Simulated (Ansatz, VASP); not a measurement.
**Two plane-wave programs on SiSn2**

```xyz
3
Lattice="2.7097 1.5644 2.8641 -2.7097 1.5644 2.8641 0.0000 -3.1289 2.8641" Properties=species:S:1:pos:R:3 pbc="T T T"
Si    0.0000    0.0000    0.0000
Sn    0.0000    0.0000    2.7115
Sn    0.0000    0.0000    5.8809
```

Alike in both runs: functional PBE; k mesh 5 × 5 × 5; occupations gaussian, width 0.2 eV; no spin polarisation.

Ansatz relaxed the structure, and its values are those at the end. VASP's run is a single point on that final structure, the one shown.

|  | VASP | Ansatz |
| --- | --- | --- |
| version | VASP 6.6.1 | Ansatz 0.2.0 |
| potentials or method | VASP PAW PBE potentials, release 64 (Si, Sn_d) | scalar-relativistic, plane waves, PAW |
| plane-wave cutoff (eV) | 520 | 420 |
| valence electrons in the cell | 32 | 32 |

|  | VASP | Ansatz | Ansatz less VASP |
| --- | --- | --- | --- |
| gap on the k mesh at the Fermi level (eV) | none | none | - |
| pressure (GPa) | -0.1 | -0.1 | +0.06 |
| rms of the force components (eV/Å) | 0.027 | 0.027 | +0.0004 |

A gap of «none» marks a metal or a gap that the smearing closes. The functional is the same, so the differences come from potentials, cutoffs and numerics.
